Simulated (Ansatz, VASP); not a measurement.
# Cross-check of Al16Cl (Al(100)) between VASP and Ansatz, part 2 of 2

Aim: how closely do two programs agree when they are given the same cell, functional and k mesh?

VASP 6.6.1 and Ansatz 0.2.0.

So far: Starting point; VASP: single point, RPBE.

### Step 3. Ansatz: single point, RPBE

Level of this step: Ansatz beside VASP: Kohn-Sham DFT, plane waves, RPBE (Ansatz).

Ansatz runs on its default PAW (the set named soft_2) files.

The same cell, functional, mesh and smearing now go to Ansatz, which takes its cutoff from its data sets.

input.yaml

```yaml
crystal:
  lattice:
    - [5.7425174396, 0.0, 0.0]
    - [0.0, 5.7425174396, 0.0]
    - [0.0, 0.0, 21.0908595339]
  atoms:
    - { symbol: Al, position: [0.25, 0.25, 0.35560428] }
    - { symbol: Al, position: [0.75, 0.25, 0.35560428] }
    - { symbol: Al, position: [0.25, 0.75, 0.35560428] }
    - { symbol: Al, position: [0.75, 0.75, 0.35560428] }
    - { symbol: Al, position: [0.0, 0.0, 0.45186809] }
    - { symbol: Al, position: [0.5, 0.0, 0.45186809] }
    - { symbol: Al, position: [0.0, 0.5, 0.45186809] }
    - { symbol: Al, position: [0.5, 0.5, 0.45186809] }
    - { symbol: Al, position: [0.25, 0.2460219532, 0.5469668822] }
    - { symbol: Al, position: [0.75, 0.2460430176, 0.5436136322] }
    - { symbol: Al, position: [0.25, 0.7539780468, 0.5469668822] }
    - { symbol: Al, position: [0.75, 0.7539569824, 0.5436136322] }
    - { symbol: Al, position: [0.984901524, 0.0, 0.6471471191] }
    - { symbol: Al, position: [0.515098476, 0.0, 0.6471471191] }
    - { symbol: Al, position: [0.9967725737, 0.5, 0.6400349872] }
    - { symbol: Al, position: [0.5032274263, 0.5, 0.6400349872] }
    - { symbol: Cl, position: [0.25, 0.0, 0.7363257814] }
hamiltonian:
  xc: rpbe
  pseudopotentials: { kind: paw }
kpoints:
  mp_grid: { grid: [4, 4, 1] }
scf:
  occupations: { method: methfessel_paxton, width: 0.15 }
  n_extra_bands: 8
efield:
  axis: 3
  dipole_correction: true
  ramp_width: 0.04
output:
  forces: true
  eigenvalues: true
```

Started as:

```sh
ansatz run input.yaml --threads 8 --pin off --max-ram 18432MiB --backend cpu --events-out ev --progress --plain --runs-dir out
```

Numbers of over 12 decimals in the logs are rounded to 6 here.

The log of the run:

```text
scf.n_extra_bands = 8 over 28 filled bands (N_el = 55.0): the run solves 36 bands
Engine: ansatz 0.2.0, aarch64-unknown-linux-gnu
Pseudopotentials: kind: paw
Pseudopotential: Al, paw, valence charge 3, recommended cutoff 420 eV (normal), Al.paw.azcp
Pseudopotential: Cl, paw, valence charge 7, recommended cutoff 420 eV (normal), Cl.paw.azcp
Functional definition: RPBE
  parameter kappa = 0.804
  parameter beta = 0.066725
  exchange = rpbe_x(kappa = kappa, mu = beta*pi^2/3)
  correlation = pbe_c(beta = beta)
Crystal: 17 atoms, lattice volume = 695.503 Å³
Basis set: ecut = 420 eV, 13699 PW (Γ), exchange–correlation on 80×80×288 points (8 copies of the dense FFT grid, shifted against one another)
Bands: 36, of which v1, the nominal top of the filled ones, is band 28 counted from 1 (27 counted from 0)
Symmetry: 4 space group operations
Space group: Pmm2 (ITA 25), of the structure as read, at distance tolerance 8.9e-5 Å
k-points: 9 of 16
Non-local potential: Al, projectors of the file, l = 0: 2, l = 1: 2, l = 2: 1
Non-local potential: Cl, projectors of the file, l = 0: 2, l = 1: 2, l = 2: 2
PAW form: soft (Blöchl's): semilocal exchange-correlation on the pseudo side does not see the compensation charge
PAW frozen core: Al, regenerated for the run's functional, and the local potential with it (the file was generated under x = pbe(κ = 0.804, μ = 0.219515), c = pbe(β = 0.066725))
PAW frozen core: Cl, regenerated for the run's functional, and the local potential with it (the file was generated under x = pbe(κ = 0.804, μ = 0.219515), c = pbe(β = 0.066725))
PAW one-centre angular grid: Al, 110 points (default); XC on 64 Gauss nodes
PAW one-centre angular grid: Cl, 110 points (default); XC on 64 Gauss nodes
Initial density: superposition of atomic densities (neutral atoms: chi_scale 0, normalization atom), corrected by the library's trained network
Initial wavefunctions: pseudopotential atomic-orbital guess
Functional: x = rpbe, c = pbe(β = 0.066725)
SCF iter   1: F=—  HF=-9728.641271 eV  |F-HF|=—  |Δ(HF+E_count)|=         —  Δρ=2.47e-3  dr2=3.39e-1  ethr=1.77e-3  p=-0.084 e·Å  D=-2.19e-2 V/Å  ΔV_dip=0.46 eV  dr2_dipole=2.23e-2  V_vac-E_F(+/−)=4.58/4.12 eV  ⟨swp⟩=8.4  Hψ=2053  notcnv=0
efield: sawtooth ramp at fractional position 0.0260 (placed from the atoms, in the widest stretch of the axis that holds none; the zero of the levels goes with the place), width 0.0400; the density the first Hamiltonian is built on has a dipole p = -0.084 e·Å; the dipole correction subtracts the counter field D = -2.19e-2 V/Å, which shifts the + side's vacuum level by +0.46 eV against the − side's; the planar-averaged density in the ramp window peaks in size at 1.7e-4 e/Å³
preconditioner: auto → LDOS  [metal: Δε(μ)=0.055 eV  Ē_g=5.272 eV  σ=0.150 eV  W_gap=0.30  n_scr=74 (ndim 8)  ℏωp=10.3 eV  f_vac=0.460  D(μ)=3.89/eV (n_scr^D=6)  β→1.0]
SCF iter   2: F=—  HF=-9728.610861 eV  |F-HF|=—  |Δ(HF+E_count)|=   3.04e-2  S|Δr|=    0.00e0  Δρ=1.27e-3  dr2=1.22e-1  ethr=6.17e-4  p=-0.055 e·Å  D=-1.42e-2 V/Å  ΔV_dip=0.30 eV  dr2_dipole=1.31e-2  V_vac-E_F(+/−)=4.47/4.17 eV  ⟨swp⟩=2.2  Hψ=508  notcnv=0  defer=4
SCF iter   3: F=—  HF=-9728.598915 eV  |F-HF|=—  |Δ(HF+E_count)|=   1.19e-2  S|Δr|=    0.00e0  Δρ=2.95e-4  dr2=5.45e-3  ethr=2.21e-4  p=-0.057 e·Å  D=-1.49e-2 V/Å  ΔV_dip=0.31 eV  dr2_dipole=1.09e-3  V_vac-E_F(+/−)=4.53/4.22 eV  ⟨swp⟩=2.0  Hψ=410  notcnv=0  defer=4
SCF iter   4: F=—  HF=-9728.598878 eV  |F-HF|=—  |Δ(HF+E_count)|=   3.65e-5  S|Δr|=    0.00e0  Δρ=1.37e-4  dr2=2.15e-3  ethr=9.92e-6  p=-0.056 e·Å  D=-1.44e-2 V/Å  ΔV_dip=0.30 eV  dr2_dipole=6.50e-4  V_vac-E_F(+/−)=4.52/4.22 eV  ⟨swp⟩=2.2  Hψ=539  notcnv=0  defer=4
SCF iter   5: F=—  HF=-9728.598777 eV  |F-HF|=—  |Δ(HF+E_count)|=   1.01e-4  S|Δr|=    0.00e0  Δρ=5.52e-5  dr2=1.54e-4  ethr=3.91e-6  p=-0.056 e·Å  D=-1.45e-2 V/Å  ΔV_dip=0.31 eV  dr2_dipole=3.76e-5  V_vac-E_F(+/−)=4.52/4.22 eV  ⟨swp⟩=1.3  Hψ=367  notcnv=0  defer=4
SCF iter   6: F=—  HF=-9728.598782 eV  |F-HF|=—  |Δ(HF+E_count)|=   5.03e-6  S|Δr|=    0.00e0  Δρ=1.78e-5  dr2=2.35e-5  ethr=2.80e-7  p=-0.056 e·Å  D=-1.45e-2 V/Å  ΔV_dip=0.31 eV  dr2_dipole=1.05e-5  V_vac-E_F(+/−)=4.52/4.22 eV  ⟨swp⟩=2.4  Hψ=544  notcnv=0  defer=4
SCF iter   7: F=—  HF=-9728.599656 eV  |F-HF|=—  |Δ(HF+E_count)|=   8.74e-4  S|Δr|=    0.00e0  Δρ=8.35e-6  dr2=5.65e-6  ethr=4.27e-8  p=-0.056 e·Å  D=-1.45e-2 V/Å  ΔV_dip=0.31 eV  dr2_dipole=1.80e-6  V_vac-E_F(+/−)=4.52/4.22 eV  ⟨swp⟩=2.7  Hψ=564  notcnv=0
SCF iter   8: F=—  HF=-9728.599656 eV  |F-HF|=—  |Δ(HF+E_count)|=   3.97e-8  S|Δr|=    0.00e0  Δρ=3.02e-6  dr2=3.96e-7  ethr=1.03e-8  p=-0.056 e·Å  D=-1.45e-2 V/Å  ΔV_dip=0.31 eV  dr2_dipole=1.28e-7  V_vac-E_F(+/−)=4.52/4.22 eV  ⟨swp⟩=1.7  Hψ=433  notcnv=0
SCF iter   9: F=-9728.599656 eV  HF=-9728.599656 eV  |F-HF|=1.20e-8  |Δ(HF+E_count)|=   1.23e-7  S|Δr|=    0.00e0  Δρ=1.21e-6  dr2=2.51e-8  ethr=1.82e-10  p=-0.056 e·Å  D=-1.45e-2 V/Å  ΔV_dip=0.31 eV  dr2_dipole=4.54e-10  V_vac-E_F(+/−)=4.52/4.22 eV  ⟨swp⟩=14.9  Hψ=1726  notcnv=0
SCF 1 converged in 9 iterations: F = -9728.599656 eV  dr2 = 2.51e-8
  greatest PAW one-centre occupation: 0.917 electrons in one spin orbital (limit 2), on the Cl atom at site 16 (counted from 0), in its partial waves of l = 0
SCF converged after 9 iterations
Stability not checked: this state was not tested for a lower state beside it, because cold or Methfessel-Paxton smearing, or corrected tetrahedra, fill the levels in a way that the test cannot read (fill_not_monotonic; see scf.lower_state_search)
Free energy (F): -9728.599656 eV
Harris-Foulkes:  -9728.599656 eV  (|F-HF|=1.20e-8)
Internal energy: -9728.601283 eV  (E = F + TS)
E sigma→0 (E₀):  -9728.600063 eV
Entropy (-TS):   0.001627 eV (0.096 meV/atom)
Fermi energy:    0.714764 eV
Step filling:    the computed levels leave a gap of 0.0561 eV = 0.4 smearing widths at the electron count; against every level under it full and every level over it empty, smearing changes F+E_penalty+E_count by +0.994 meV and its σ→0 estimate by +0.587 meV
Dipole field:    D = -0.014514 V/Å  (p = -0.055786 e·Å, saw-weighted, corrected)
Work function:   Φ+ = 4.5230 eV   Φ− = 4.2169 eV
Levels:          The Fermi level and band energies are counted from a zero that moves with the ramp; work functions are not
--- Per-component energies (eV) ---
  E_band       = -212.636140
  E_kinetic    = 505.744535
  E_local      = -9063.475279  (includes V_loc(G=0)·N_el)
  E_nonlocal   = 189.160229
  E_hartree    = 4387.496532
  E_xc         = -734.072594
  E_vxc        = -568.607149  (∫ρ·V_xc dr)
  E_paw        = -8182.853593  (= ΣΔE_a)
  E_vpaw       = -50.170363  (= ΣTr[D̂ρ^β])
  E_aug_tail   = 0.000066  (compensation charges beyond the density's cutoff)
  E_efield     = 0.000405  (sawtooth field / dipole correction)
  E_vefield    = -0.280065  (∫n·V_field dr)
  E_ewald      = 3169.716523
  E_core_change = -0.318108  (= ΣΔE_core)
  E_smearing   = 0.001627  (= −TS)
  E_closure    = 0.000000  (closes the sum)
  Σ components = -9728.599656   (vs F -9728.599656, Δ=0.00e0)
--- Forces (eV/Å), atoms counted from 1 ---
  atom   1  Al     0.00000000    -0.08899206    -0.10673773
  atom   2  Al     0.00000000    -0.05132855    -0.16455962
  atom   3  Al     0.00000000     0.08899206    -0.10673773
  atom   4  Al     0.00000000     0.05132855    -0.16455962
  atom   5  Al     0.10878835     0.00000000     0.06970558
  atom   6  Al    -0.10878835     0.00000000     0.06970558
  atom   7  Al     0.18399624     0.00000000     0.16249574
  atom   8  Al    -0.18399624     0.00000000     0.16249574
  atom   9  Al     0.00000000     0.00286213     0.00436911
  atom  10  Al     0.00000000     0.01700389    -0.00518911
  atom  11  Al     0.00000000    -0.00286213     0.00436911
  atom  12  Al     0.00000000    -0.01700389    -0.00518911
  atom  13  Al     0.00104375     0.00000000    -0.00761350
  atom  14  Al    -0.00104375     0.00000000    -0.00761350
  atom  15  Al     0.01439068     0.00000000     0.02578003
  atom  16  Al    -0.01439068     0.00000000     0.02578003
  atom  17  Cl     0.00000000     0.00000000     0.04353616
  max |Σ_I F_I| component: 3.72e-5 eV/Å
--- Band table (eV; the first three rows and the last of 9) ---
  k-point 0: bands = [... 24 lower, -0.4420, -0.3826, -0.3060, 0.6694, 0.8532, 1.0316, 1.1088, 1.1553, ... 4 higher]
  k-point 1: bands = [... 24 lower, -0.5183, 0.3045, 0.3875, 0.4996, 1.0678, 1.3492, 1.3888, 1.4142, ... 4 higher]
  k-point 2: bands = [... 24 lower, -0.1533, -0.0991, 0.0533, 0.3659, 1.2135, 1.2806, 1.7603, 1.8920, ... 4 higher]
  k-point 8: bands = [... 24 lower, 0.8546, 1.0607, 1.1569, 1.5373, 1.5670, 1.5855, 1.6421, 1.7523, ... 4 higher]
```

Run time: 5.1 s. Hardware: 8 threads of Arm Neoverse N1, shared host; peak memory 1.3 GiB.

### Step 4. Side by side

Known differences besides the potentials themselves: the cutoff is 420 eV in Ansatz and 320 eV in VASP (PREC = Normal, projectors in real space); Ansatz makes its cores anew for this functional, VASP keeps those of its PBE data sets; VASP leaves aspherical gradient terms in its spheres out (LASPH is not set), Ansatz keeps them. Total energies have different zeros and are not compared.

Compared:

```
                                   quantity  Ansatz  VASP  difference
 work function, lower of the two faces (eV)    4.22  4.22        0.00
work function, higher of the two faces (eV)    4.52  4.52       +0.01
```

Forces on 10 of the 17 atoms, those with the largest forces and the largest differences (eV/Å; atoms numbered as in POSCAR):

```
atom         Ansatz x, y, z           VASP x, y, z
 Al1  0.000, -0.089, -0.107  0.000, -0.089, -0.103
 Al2  0.000, -0.051, -0.165  0.000, -0.052, -0.161
 Al3   0.000, 0.089, -0.107   0.000, 0.089, -0.103
 Al4   0.000, 0.051, -0.165   0.000, 0.052, -0.161
 Al5    0.109, 0.000, 0.070    0.109, 0.000, 0.069
 Al7    0.184, 0.000, 0.162    0.184, 0.000, 0.163
 Al8   -0.184, 0.000, 0.162   -0.184, 0.000, 0.163
Al10   0.000, 0.017, -0.005   0.000, 0.010, -0.001
Al12  0.000, -0.017, -0.005  0.000, -0.010, -0.001
Cl17    0.000, 0.000, 0.044    0.000, 0.000, 0.019
```

The forces differ by 4.2 meV/Å r.m.s., which is 6.0 % of the r.m.s. force of 0.07 eV/Å (both taken over all components, held atoms included). VASP's log warns that it found no field-free region in the vacuum, so its work functions are uncertain.

### Step 5. What came out

```json
{
  "r.m.s. force difference (single point, RPBE)": "4.2 meV/Å"
}
```

**Reading.** The r.m.s. force difference is 4.2 meV/Å (single point, RPBE), within the 12 meV/Å picked in this series as the mark of a large difference. How closely two codes agree says nothing of how well the functional describes the real material.

[Lines on the potential files, build, host, timing and source positions are cut from VASP's logs without a mark.]

[Logs are printed without paths, hosts, clocks, repeated set-up lines and the standing remarks that a program may print on its own settings, such as how far it seeks lower states.]

[Hosts, paths, dates, database ids (printed as entryN), source tags and the programs' standing remarks are cut or masked in the printed files.]
